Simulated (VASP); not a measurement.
Method: r2SCAN meta-GGA, VASP's PBE PAW potentials (set 64) (plane waves; VASP 6.6.1).

VASP input:

**INCAR**
```
ALGO=Normal
EDIFF=1E-7
ENCUT=520
ISIF=2
ISMEAR=-5
LASPH=.TRUE.
LCHARG=.FALSE.
LMAXMIX=4
LMIXTAU=.TRUE.
LORBIT=11
LREAL=.FALSE.
LWAVE=.FALSE.
METAGGA=R2SCAN
NEDOS=601
NELM=100
PREC=Accurate
SYSTEM=ScF3
```

KPOINTS_OPT:
```
k-points along high-symmetry lines
10
Line-mode
Reciprocal
  0.000000   0.000000   0.000000 ! GAMMA
  0.000000   0.500000   0.000000 ! X

  0.000000   0.500000   0.000000 ! X
  0.500000   0.500000   0.000000 ! M

  0.500000   0.500000   0.000000 ! M
  0.000000   0.000000   0.000000 ! GAMMA

  0.000000   0.000000   0.000000 ! GAMMA
  0.500000   0.500000   0.500000 ! R

  0.500000   0.500000   0.500000 ! R
  0.000000   0.500000   0.000000 ! X

  0.500000   0.500000   0.500000 ! R
  0.500000   0.500000   0.000000 ! M
```

File KPOINTS:
```
Automatic mesh
0
Gamma
 6 6 6
0 0 0
```

File POSCAR:
```
ScF3
1
    4.0411176691     0.0000000000     0.0000000000
    0.0000000000     4.0411176691     0.0000000000
   -0.0000000000     0.0000000000     4.0411176691
Sc F
1 3
Direct
  0.0000000000   0.0000000000   0.0000000000
  0.5000000000   0.0000000000   0.0000000000
  0.0000000000   0.5000000000   0.0000000000
  0.0000000000   0.0000000000   0.5000000000
```

POTCAR, in this order: Sc_sv F (PBE.64 set). Program: vasp_std.

The run wrote:

OSZICAR:
```
       N       E                     dE             d eps       ncg     rms          rms(c)
DAV:   1     0.468131785335E+03    0.46813E+03   -0.15968E+04   800   0.166E+03
DAV:   2    -0.378766776700E+01   -0.47192E+03   -0.46273E+03  1136   0.525E+02
DAV:   3    -0.508669846463E+02   -0.47079E+02   -0.46696E+02  1208   0.195E+02
DAV:   4    -0.519319790846E+02   -0.10650E+01   -0.10626E+01  1212   0.304E+01
DAV:   5    -0.519459996443E+02   -0.14021E-01   -0.14009E-01   964   0.269E+00    0.171E+01
DAV:   6    -0.401670269964E+02    0.11779E+02   -0.11717E+01  1216   0.513E+01    0.689E+00
DAV:   7    -0.368992354937E+02    0.32678E+01   -0.25196E+00  1320   0.228E+01    0.296E+00
DAV:   8    -0.436787217219E+02   -0.67795E+01   -0.13905E+00  1132   0.170E+01    0.221E+00
DAV:   9    -0.382187072666E+02    0.54600E+01   -0.56380E-01  1144   0.104E+01    0.362E-01
DAV:  10    -0.374817672585E+02    0.73694E+00   -0.27105E-01   888   0.533E+00    0.362E-01
DAV:  11    -0.374756870775E+02    0.60802E-02   -0.12608E-02  1236   0.109E+00    0.443E-01
DAV:  12    -0.374680639769E+02    0.76231E-02   -0.60420E-03   848   0.103E+00    0.486E-01
DAV:  13    -0.374824665833E+02   -0.14403E-01   -0.63988E-03   972   0.101E+00    0.470E-01
DAV:  14    -0.376267495072E+02   -0.14428E+00   -0.54095E-02   816   0.304E+00    0.428E-01
DAV:  15    -0.376280345430E+02   -0.12850E-02   -0.12330E-03  1196   0.401E-01    0.425E-01
DAV:  16    -0.376270118657E+02    0.10227E-02   -0.10930E-04   880   0.136E-01    0.450E-01
DAV:  17    -0.376275785661E+02   -0.56670E-03   -0.10105E-04  1236   0.161E-01    0.487E-01
DAV:  18    -0.376310339448E+02   -0.34554E-02   -0.39855E-03  1256   0.111E+00    0.183E-01
DAV:  19    -0.376312523808E+02   -0.21844E-03   -0.27330E-04   936   0.176E-01    0.179E-01
DAV:  20    -0.376314554738E+02   -0.20309E-03   -0.21475E-04  1180   0.211E-01    0.129E-01
DAV:  21    -0.376314342142E+02    0.21260E-04   -0.28221E-05  1200   0.949E-02    0.127E-01
DAV:  22    -0.376313123074E+02    0.12191E-03   -0.16035E-04   840   0.118E-01    0.993E-02
DAV:  23    -0.376312469909E+02    0.65316E-04   -0.19821E-04  1168   0.134E-01    0.647E-02
DAV:  24    -0.376312105073E+02    0.36484E-04   -0.98605E-05   988   0.822E-02    0.372E-02
DAV:  25    -0.376311958414E+02    0.14666E-04   -0.42698E-05  1124   0.532E-02    0.219E-02
DAV:  26    -0.376312021184E+02   -0.62769E-05   -0.18675E-05  1016   0.402E-02    0.164E-02
DAV:  27    -0.376312034298E+02   -0.13115E-05   -0.64157E-06  1156   0.206E-02    0.134E-02
DAV:  28    -0.376312059717E+02   -0.25418E-05   -0.78727E-07   840   0.990E-03    0.118E-02
DAV:  29    -0.376312055159E+02    0.45576E-06   -0.50852E-07   824   0.716E-03    0.703E-03
DAV:  30    -0.376312066221E+02   -0.11062E-05   -0.70529E-07   860   0.898E-03    0.423E-03
DAV:  31    -0.376312066544E+02   -0.32283E-07   -0.45716E-07   652   0.576E-03
   1 F= -.37631207E+02 E0= -.37631207E+02  d E =0.000000E+00
       N       E                     dE             ncg
       N       E                     dE             ncg
       N       E                     dE             ncg
```

**OUTCAR**
```
------------------------ aborting loop because EDIFF is reached ----------------------------------------
  FORCE on cell =-STRESS in cart. coord.  units (eV):
  Direction    XX          YY          ZZ          XY          YZ          ZX
  --------------------------------------------------------------------------------------
  Total        0.0018657      0.0018657      0.0018657     -0.0000000     -0.0000000      0.0000000
  in kB        0.0452941      0.0452941      0.0452941     -0.0000000     -0.0000000      0.0000000
  external PRESSURE =       0.0452941 kB  Pullay stress =       0.0000000 kB
  volume of cell :       65.99
      direct lattice vectors                 reciprocal lattice vectors
     4.041117669  0.000000000  0.000000000     0.247456294  0.000000000  0.000000000
     0.000000000  4.041117669  0.000000000     0.000000000  0.247456294  0.000000000
     0.000000000  0.000000000  4.041117669     0.000000000  0.000000000  0.247456294
 POSITION                                       TOTAL-FORCE (eV/Angst)
 -----------------------------------------------------------------------------------
      0.00000      0.00000      0.00000         0.000000      0.000000      0.000000
      2.02056      0.00000      0.00000         0.000000      0.000000      0.000000
      0.00000      2.02056      0.00000         0.000000      0.000000      0.000000
      0.00000      0.00000      2.02056         0.000000      0.000000      0.000000
 -----------------------------------------------------------------------------------
    total drift:                                0.000000      0.000000      0.000000
  FREE ENERGIE OF THE ION-ELECTRON SYSTEM (eV)
  ---------------------------------------------------
  free  energy   TOTEN  =       -37.6312066544 eV

  energy  without entropy=      -37.6312066544  energy(sigma->0) =      -37.63120665

 total charge

# of ion       s       p       d       tot
------------------------------------------
    1        2.179   6.241   0.878   9.297
    2        1.740   4.419   0.000   6.159
    3        1.740   4.419   0.000   6.159
    4        1.740   4.419   0.000   6.159
--------------------------------------------------
tot          7.400  19.497   0.878  27.775
```
(Selected blocks of OUTCAR.)

### OUTCAR
```
 val. band max:       -4.1659696419   @ k =   0.5000   0.5000   0.5000

 cond. band min:       2.8036137235   @ k =   0.0000   0.0000   0.0000


 Fermi energy:        -4.1489267102

 k-point     1 :       0.0000    0.0000    0.0000
  band No.  band energies     occupation
      1     -51.8598      2.00000
      2     -29.5395      2.00000
      3     -29.5395      2.00000
      4     -29.5395      2.00000
      5     -25.3218      2.00000
      6     -25.0740      2.00000
      7     -25.0740      2.00000
      8      -5.8647      2.00000
      9      -5.8647      2.00000
     10      -5.8647      2.00000
     11      -4.7277      2.00000
     12      -4.7277      2.00000
     13      -4.7277      2.00000
     14      -4.6815      2.00000
     15      -4.6815      2.00000
     16      -4.6815      2.00000
     17       2.8036      0.00000
     18       2.8036      0.00000
     19       2.8036      0.00000
     20       4.3459      0.00000

 k-point     2 :       0.1667    0.0000    0.0000
  band No.  band energies     occupation
      1     -51.8587      2.00000
      2     -29.6684      2.00000
      3     -29.5385      2.00000
      4     -29.5385      2.00000
      5     -25.2674      2.00000
      6     -25.0734      2.00000
      7     -24.8978      2.00000
      8      -6.1369      2.00000
      9      -5.8325      2.00000
     10      -5.8325      2.00000
     11      -4.9415      2.00000
     12      -4.8332      2.00000
     13      -4.8332      2.00000
     14      -4.7559      2.00000
     15      -4.6947      2.00000
     16      -4.6947      2.00000
     17       2.8128      0.00000
     18       3.0115      0.00000
     19       3.0115      0.00000
     20       4.3524      0.00000

 k-point     3 :       0.3333    0.0000    0.0000
  band No.  band energies     occupation
      1     -51.8564      2.00000
      2     -29.8979      2.00000
      3     -29.5366      2.00000
      4     -29.5366      2.00000
      5     -25.2398      2.00000
...
```

The structure comes from a measured ScF3 entry (Pm-3m) of the Crystallography Open Database, whose conditions weren't checked. It was relaxed first.
